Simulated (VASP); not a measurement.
These are revTPSS meta-GGA, VASP's PBE PAW potentials (set 64) (plane waves; VASP) values and carry that method's errors.

Input for VASP

**INCAR**
```
! general
SYSTEM  = Al3Sc
PREC    = Accurate
ENCUT   = 520   ! plane-wave cut-off (eV)
LREAL   = .False.   ! projection in real space or not
LASPH   = .True.

! electronic loop
EDIFF   = 1E-7
NELM    = 100   ! most electronic steps
ALGO    = Normal   ! blocked Davidson
LMAXMIX = 4   ! l cut-off of mixed one-centre charges
LMIXTAU = .True.

! smearing
ISMEAR  = 1
SIGMA   = 0.1

! functional
METAGGA = RTPSS

! ions
ISIF    = 2

! output
LWAVE   = .False.
LCHARG  = .False.
```

**KPOINTS**
```
kpoints
0
Gamma
8 8 8
```

**POSCAR**
```
Al3Sc
1
    4.1166925003     0.0000000000     0.0000000000
    0.0000000000     4.1166925003     0.0000000000
    0.0000000000     0.0000000000     4.1166925003
Sc Al
1 3
Direct
  0.0000000000   0.0000000000   0.0000000000
  0.0000000000   0.5000000000   0.5000000000
  0.5000000000   0.0000000000   0.5000000000
  0.5000000000   0.5000000000   0.0000000000
```

POTCAR, in this order: Sc_sv Al (PBE.64 set). Program: vasp_std.

What VASP printed:

File OSZICAR:
```
       N       E                     dE             d eps       ncg     rms          rms(c)
DAV:   1     0.245839520511E+03    0.24584E+03   -0.14849E+04  1176   0.307E+03
DAV:   2     0.101642195367E+02   -0.23568E+03   -0.23199E+03  1358   0.753E+02
DAV:   3    -0.567222993251E+01   -0.15836E+02   -0.15598E+02  1538   0.245E+02
DAV:   4    -0.722367042507E+01   -0.15514E+01   -0.15211E+01  1814   0.641E+01
DAV:   5    -0.736502200425E+01   -0.14135E+00   -0.14131E+00  1754   0.175E+01    0.773E+00
DAV:   6    -0.277199571233E+02   -0.20355E+02   -0.19812E+02  1600   0.154E+02    0.101E+01
DAV:   7    -0.261906921370E+02    0.15293E+01   -0.59547E+00  1530   0.308E+01    0.852E+00
DAV:   8    -0.258181417258E+02    0.37255E+00   -0.14693E-01  1528   0.365E+00    0.830E+00
DAV:   9    -0.268212012306E+02   -0.10031E+01   -0.10172E+00  1408   0.163E+01    0.118E+01
DAV:  10    -0.244287008018E+02    0.23925E+01   -0.27145E+01  1618   0.601E+01    0.662E+00
DAV:  11    -0.240978006285E+02    0.33090E+00   -0.22763E+00  1548   0.176E+01    0.336E+00
DAV:  12    -0.240574362229E+02    0.40364E-01   -0.62175E-01  1638   0.840E+00    0.969E-01
DAV:  13    -0.240994133389E+02   -0.41977E-01   -0.11389E-01  1620   0.351E+00    0.252E+00
DAV:  14    -0.240685273565E+02    0.30886E-01   -0.68183E-02  1626   0.269E+00    0.966E-01
DAV:  15    -0.240626164626E+02    0.59109E-02   -0.31077E-02  1620   0.199E+00    0.172E-01
DAV:  16    -0.240621730462E+02    0.44342E-03   -0.19458E-03  1602   0.474E-01    0.956E-02
DAV:  17    -0.240620659429E+02    0.10710E-03   -0.57759E-04  1460   0.314E-01    0.372E-02
DAV:  18    -0.240621571707E+02   -0.91228E-04   -0.89495E-05  1168   0.124E-01    0.268E-02
DAV:  19    -0.240621758416E+02   -0.18671E-04   -0.51596E-05  1594   0.923E-02    0.661E-03
DAV:  20    -0.240621775301E+02   -0.16885E-05   -0.93358E-06  1626   0.366E-02    0.430E-03
DAV:  21    -0.240621789987E+02   -0.14687E-05   -0.20605E-06  1542   0.164E-02    0.115E-03
DAV:  22    -0.240621794727E+02   -0.47395E-06   -0.25175E-07  1150   0.732E-03    0.870E-04
DAV:  23    -0.240621795176E+02   -0.44966E-07   -0.83197E-08   664   0.457E-03
   1 F= -.24062180E+02 E0= -.24061435E+02  d E =-.223477E-02
```

### OUTCAR
```
------------------------ aborting loop because EDIFF is reached ----------------------------------------
  FORCE on cell =-STRESS in cart. coord.  units (eV):
  Direction    XX          YY          ZZ          XY          YZ          ZX
  --------------------------------------------------------------------------------------
  Total       -1.1067551     -1.1067551     -1.1067551     -0.0000000      0.0000000     -0.0000000
  in kB      -25.4165646    -25.4165646    -25.4165646     -0.0000000      0.0000000     -0.0000000
  external PRESSURE =     -25.4165646 kB  Pullay stress =       0.0000000 kB
  volume of cell :       69.77
      direct lattice vectors                 reciprocal lattice vectors
     4.116692500  0.000000000  0.000000000     0.242913455  0.000000000  0.000000000
     0.000000000  4.116692500  0.000000000     0.000000000  0.242913455  0.000000000
     0.000000000  0.000000000  4.116692500     0.000000000  0.000000000  0.242913455
 POSITION                                       TOTAL-FORCE (eV/Angst)
 -----------------------------------------------------------------------------------
      0.00000      0.00000      0.00000         0.000000      0.000000      0.000000
      0.00000      2.05835      2.05835         0.000000      0.000000      0.000000
      2.05835      0.00000      2.05835         0.000000      0.000000      0.000000
      2.05835      2.05835      0.00000         0.000000      0.000000      0.000000
 -----------------------------------------------------------------------------------
    total drift:                                0.000000      0.000000      0.000000
  FREE ENERGIE OF THE ION-ELECTRON SYSTEM (eV)
  ---------------------------------------------------
  free  energy   TOTEN  =       -24.0621795176 eV

  energy  without entropy=      -24.0599447511  energy(sigma->0) =      -24.06143460
```
(Selected blocks of OUTCAR.)

**OUTCAR**
```
 val. band max:        7.1024460920   @ k =   0.2500   0.1250   0.1250

 cond. band min:       7.1154595067   @ k =   0.5000   0.2500   0.2500


 Fermi energy:         7.1154422531

 k-point     1 :       0.0000    0.0000    0.0000
  band No.  band energies     occupation
      1     -42.8770      2.00000
      2     -21.0388      2.00000
      3     -21.0388      2.00000
      4     -21.0388      2.00000
      5      -2.8772      2.00000
      6       4.4749      2.00000
      7       4.4749      2.00000
      8       5.2684      2.00000
      9       5.2684      2.00000
     10       5.2684      2.00000
     11       8.2588     -0.00000
     12       8.4218     -0.00000
     13       8.4218     -0.00000
     14       8.4218     -0.00000

 k-point     2 :       0.1250    0.0000    0.0000
  band No.  band energies     occupation
      1     -42.8768      2.00000
      2     -21.0430      2.00000
      3     -21.0385      2.00000
      4     -21.0385      2.00000
      5      -2.7352      2.00000
      6       3.4155      2.00000
      7       4.5877      2.00000
      8       5.2892      2.00000
      9       5.2892      2.00000
     10       5.9622      2.00000
     11       8.3300     -0.00000
     12       8.3300     -0.00000
     13       8.4671     -0.00000
     14       8.8313     -0.00000

 k-point     3 :       0.2500    0.0000    0.0000
  band No.  band energies     occupation
      1     -42.8764      2.00000
      2     -21.0532      2.00000
      3     -21.0378      2.00000
      4     -21.0378      2.00000
      5      -2.3157      2.00000
      6       1.9722      2.00000
      7       4.9094      2.00000
      8       5.3367      2.00000
      9       5.3367      2.00000
     10       6.7532      2.00000
     11       8.1638     -0.00000
     12       8.1638     -0.00000
     13       8.5829     -0.00000
     14       9.4852      0.00000

 k-point     4 :       0.3750    0.0000    0.0000
  band No.  band energies     occupation
...
```

The compound is Al3Sc in the L1_2 structure. This cell is one point of a volume scan, at 1.03 of the reference volume.
